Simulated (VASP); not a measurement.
# TiPN3 (space group Amm2): computed properties

These are LDA (Ceperley-Alder, Perdew-Zunger), VASP's LDA PAW potentials (set 64) (plane waves; VASP 6.6.1) values and carry that method's errors.

```json
{
  "space_group": "Amm2 (38)",
  "cell": "a = 2.793 Å, b = 5.285 Å, c = 8.434 Å, α = β = γ = 90.00°",
  "volume_per_atom": "12.45 Å³/atom",
  "band gap (over mesh and band path)": "0.50 eV",
  "smallest direct gap (over mesh and band path)": "0.51 eV",
  "band_edge_character_without_spin_orbit_coupling": "indirect, Γ-Z at 0.57 to Γ",
  "band_gap_with_spin_orbit_coupling": "0.50 eV",
  "density": "3.22 g/cm³"
}
```

```cif
data_N3PTi
_chemical_formula_sum 'Ti1 P1 N3'
_space_group_name_H-M_alt 'P 1'
_space_group_IT_number 1
_cell_length_a 2.79341
_cell_length_b 4.97653
_cell_length_c 4.97653
_cell_angle_alpha 64.148
_cell_angle_beta 90.000
_cell_angle_gamma 90.000
loop_
_space_group_symop_operation_xyz
  'x, y, z'
loop_
_atom_site_label
_atom_site_type_symbol
_atom_site_fract_x
_atom_site_fract_y
_atom_site_fract_z
_atom_site_occupancy
Ti1 Ti 0.00000 0.42098 0.42098 1
P1 P 0.50000 0.07478 0.07478 1
N1 N 0.50000 0.71777 0.22798 1
N2 N 0.50000 0.22798 0.71777 1
N3 N 0.00000 0.18654 0.18654 1
```

The structure comes from a computed database's TiPN3 entry (Amm2); how it stands against other phases isn't given here. It was relaxed first. Symmetry was kept, so distortions that lower it aren't found.
